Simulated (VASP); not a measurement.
An input for Ansatz (written as the equivalent of a VASP run, and not itself run):

Ansatz 0.2 input:
```yaml
crystal:
  lattice:
    - [0.0000000, 2.2113814, 2.2113814]
    - [2.2113814, 0.0000000, 2.2113814]
    - [2.2113814, 2.2113814, 0.0000000]
  atoms:
    - { symbol: Si, position: [0.0000000, 0.0000000, 0.0000000] }
    - { symbol: C, position: [0.2500000, 0.2500000, 0.2500000] }
kpoints:
  mp_grid: { grid: [8, 8, 8] }
hamiltonian:
  xc: pbe0
  pseudopotentials: { kind: paw }
scf:
  occupations: { method: gaussian, width: 0.05 }
  max_iter: 60
output: { forces: true, stress: true, eigenvalues: true }
```

Question: Translate this input to VASP (INCAR, KPOINTS, POSCAR, choice of POTCAR).

Answer: One answer among several that fit: 
**INCAR**
```
AEXX=0.25
ALGO=Normal
EDIFF=1E-6
ENCUT=520
GGA=PE
HFRCUT=-1
ISIF=2
ISMEAR=0
ISYM=3
LASPH=.TRUE.
LCHARG=.FALSE.
LHFCALC=.TRUE.
LREAL=.FALSE.
LWAVE=.FALSE.
NELM=60
PREC=Accurate
PRECFOCK=Fast
SIGMA=0.05
SYSTEM=SiC
```

File POSCAR:
```
SiC
1
    0.0000000000     2.2113814101     2.2113814101
    2.2113814101     0.0000000000     2.2113814101
    2.2113814101     2.2113814101     0.0000000000
Si C
1 1
Direct
  0.0000000000   0.0000000000   0.0000000000
  0.2500000000   0.2500000000   0.2500000000
```

**KPOINTS**
```
K-points
0
gamma
  8 8 8
```

POTCAR, in this order: Si C (PBE.64 set). Program: vasp_std. Read from the step before: WAVECAR.

The two are equivalent in intent, not identical: each code has its own PAW files, so the cut-off isn't converted (ENCUT is set for VASP's; basis.ecutwfc is left out, and Ansatz then takes the one that its files recommend); Ansatz stops its SCF on the density residual and VASP on the energy change (EDIFF).

The compound is SiC in the zinc blende structure. This cell is one point of a volume scan, at 1.03 of the reference volume.
